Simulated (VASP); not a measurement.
An input for Ansatz (written as the equivalent of a VASP run, and not itself run):

Ansatz 0.2 input:
```yaml
crystal:
  lattice:
    - [4.4409770, 0.0000000, 0.0000000]
    - [0.0000000, 4.4409770, 0.0000000]
    - [0.0000000, 0.0000000, 4.4409770]
  atoms:
    - { symbol: Co, position: [0.8541000, 0.6459000, 0.3541000] }
    - { symbol: Co, position: [0.6459000, 0.3541000, 0.8541000] }
    - { symbol: Co, position: [0.3541000, 0.8541000, 0.6459000] }
    - { symbol: Co, position: [0.1459000, 0.1459000, 0.1459000] }
    - { symbol: Si, position: [0.1565400, 0.3434600, 0.6565400] }
    - { symbol: Si, position: [0.3434600, 0.6565400, 0.1565400] }
    - { symbol: Si, position: [0.6565400, 0.1565400, 0.3434600] }
    - { symbol: Si, position: [0.8434600, 0.8434600, 0.8434600] }
kpoints:
  mp_grid: { grid: [9, 9, 9] }
hamiltonian:
  xc: pbe
  pseudopotentials: { kind: paw }
scf:
  occupations: { method: gaussian, width: 0.1 }
  max_iter: 100
output: { forces: true, stress: true, eigenvalues: true }
```

### Question
Write the VASP files for the same calculation (PBE).

### Answer
This is not unique; one that fits is 
**INCAR**
```
SYSTEM = CoSi
PREC = Accurate; ENCUT = 300; LREAL = F
LASPH = T
EDIFF = 1E-6; NELM = 100; ALGO = Normal
LMAXMIX = 4
ISMEAR = 0; SIGMA = 0.1
GGA = PE
ISIF = 2
LWAVE = F; LCHARG = F
```

File POSCAR:
```
CoSi
4.4409770
  1.0000000000   0.0000000000   0.0000000000
  0.0000000000   1.0000000000   0.0000000000
  0.0000000000   0.0000000000   1.0000000000
Co Si
4 4
Cartesian
  0.8541000000   0.6459000000   0.3541000000
  0.6459000000   0.3541000000   0.8541000000
  0.3541000000   0.8541000000   0.6459000000
  0.1459000000   0.1459000000   0.1459000000
  0.1565400000   0.3434600000   0.6565400000
  0.3434600000   0.6565400000   0.1565400000
  0.6565400000   0.1565400000   0.3434600000
  0.8434600000   0.8434600000   0.8434600000
```

**KPOINTS**
```
Automatic mesh
0
Gamma
9 9 9
0 0 0
```

POTCAR, in this order: Co Si (PBE.64 set). Program: vasp_std.

The two are equivalent in intent, not identical: each code has its own PAW files, so the cut-off isn't converted (ENCUT is set for VASP's; basis.ecutwfc is left out, and Ansatz then takes the one that its files recommend); Ansatz stops its SCF on the density residual and VASP on the energy change (EDIFF).

The structure comes from a computed database's CoSi entry; how it stands against other phases isn't given here. The cell was not relaxed at this level.
